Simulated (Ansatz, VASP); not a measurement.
ZrB3Se2: VASP beside Ansatz

```
Zr B Se
1.0
     3.25563    1.87964    2.88682
    -3.25563    1.87964    2.88682
     0.00000   -3.75927    2.88682
Zr B Se
1 3 2
Direct
  0.00000 0.00000 0.00000
  0.50000 0.50000 0.00000
  0.50000 0.00000 0.50000
  0.00000 0.50000 0.50000
  0.69087 0.69087 0.69087
  0.30913 0.30913 0.30913
```

Alike in both runs: functional PBE; k mesh 4 × 4 × 4; occupations gaussian, width 0.1 eV; no spin polarisation.

Ansatz relaxed the structure, and its values are those at the end. VASP's run is a single point on that final structure, the one shown.

|  | VASP | Ansatz |
| --- | --- | --- |
| version | VASP 6.6.1 | Ansatz 0.2.0 |
| potentials or method | VASP PAW PBE potentials, release 64 (Zr_sv, B, Se) | scalar-relativistic, plane waves, PAW |
| plane-wave cutoff (eV) | 520 | 420 |
| valence electrons in the cell | 33 | 53 |

```csv
,VASP,Ansatz,Ansatz less VASP
gap on the k mesh at the Fermi level (eV),none,none,-
pressure (GPa),0.1,0.0,-0.19
```

A gap of «none» marks a metal or a gap that the smearing closes. With one functional, cell and mesh, what is left measures potentials, basis and numerics. The two sets of potentials don't hold the same shells in valence.
